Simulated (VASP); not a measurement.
Data:

```
CELL_PARAMETERS angstrom
      0.00000     3.54607     3.54607
      3.54607     0.00000     3.54607
      3.54607     3.54607     0.00000
ATOMIC_POSITIONS crystal
  Ca 0.75000 0.75000 0.75000
  Ca 0.25000 0.25000 0.25000
  Si 0.00000 0.00000 0.00000
```

Calculation: PBEsol GGA, VASP's PBE PAW potentials (set 64) (plane waves; VASP 6.6.1). Settings: 400 eV cut-off, Gaussian smearing of 0.050 eV, potentials Ca_sv Si.

**Question.** What does the run give for the band gap (along the path) with the smallest direct gap where there is one?

**Answer.** 
```yaml
band gap (along the path): 0.46 eV
smallest direct gap (along the path): 0.46 eV
```

The absolute energy has meaning only against runs of the same code, potentials and settings.

The structure comes from a computed database's Ca2Si entry (Fm-3m); how it stands against other phases isn't given here. It was relaxed first.
